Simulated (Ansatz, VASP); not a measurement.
## One calculation of CaScSi3, two programs

Contents of INCAR:

```
PREC = Accurate ; ENCUT = 520
EDIFF = 1E-7 ; ISMEAR = 0
SIGMA = 0.1 ; LREAL = False
LASPH = True ; NELM = 100
ALGO = Normal ; ISIF = 2
LWAVE = False ; LCHARG = False
GGA = PE ; NBANDS = 24
```

KPOINTS

```
regular mesh
0
Gamma
  4 4 4
```

POSCAR

```
CaScSi3
1.0
    4.4706758200      0.0000000000      0.0000000000
    0.0000000000      4.4706758200      0.0000000000
    0.0000000000      0.0000000000      4.4706758200
Ca Sc Si
1 1 3
Direct
    0.0000000000      0.0000000000      0.0000000000
    0.5000000000      0.5000000000      0.5000000000
    0.0000000000      0.5000000000      0.5000000000
    0.5000000000      0.0000000000      0.5000000000
    0.5000000000      0.5000000000      0.0000000000
```

Input for Ansatz:

```yaml
crystal:
  lattice:
    - [4.47067582, 0.0, 0.0]
    - [0.0, 4.47067582, 0.0]
    - [0.0, 0.0, 4.47067582]
  atoms:
    - { symbol: Ca, position: [0.0, 0.0, 0.0] }
    - { symbol: Sc, position: [0.5, 0.5, 0.5] }
    - { symbol: Si, position: [0.0, 0.5, 0.5] }
    - { symbol: Si, position: [0.5, 0.0, 0.5] }
    - { symbol: Si, position: [0.5, 0.5, 0.0] }
basis:
  ecutwfc: 420
kpoints:
  mp_grid: { grid: [4, 4, 4] }
hamiltonian:
  xc: pbe
scf:
  occupations: { method: gaussian, width: 0.1 }
  lower_state_search: "off"
output:
  forces: true
  stress: true
  eigenvalues: true
```

Change from the starting cell: species swapped into the Ca3PbO type (Pm-3m, No. 221).

Alike in both runs: task single point; functional PBE; k mesh 4 × 4 × 4; occupations gaussian, width 0.1 eV; no spin polarisation.

|  | VASP | Ansatz |
| --- | --- | --- |
| version | VASP 6.6.1 | Ansatz 0.2.0 |
| potentials or method | VASP PAW PBE potentials, release 64 (Ca_sv, Sc_sv, Si) | scalar-relativistic, plane waves, PAW |
| plane-wave cutoff (eV) | 520 | 420 |
| valence electrons in the cell | 33 | 33 |

Ansatz gave:

- gap on the k mesh at the Fermi level (eV): none
- pressure (GPa): 25.0

Estimate VASP's values.

gap on the k mesh at the Fermi level (eV): none; pressure (GPa): 25.2.

A gap of «none» marks a metal or a gap that the smearing closes. The functional is the same, so the differences come from potentials, cutoffs and numerics.

Caveats: so large a pressure means that the cell lies far from this level's equilibrium, or that cutoff or potentials fall short (VASP).
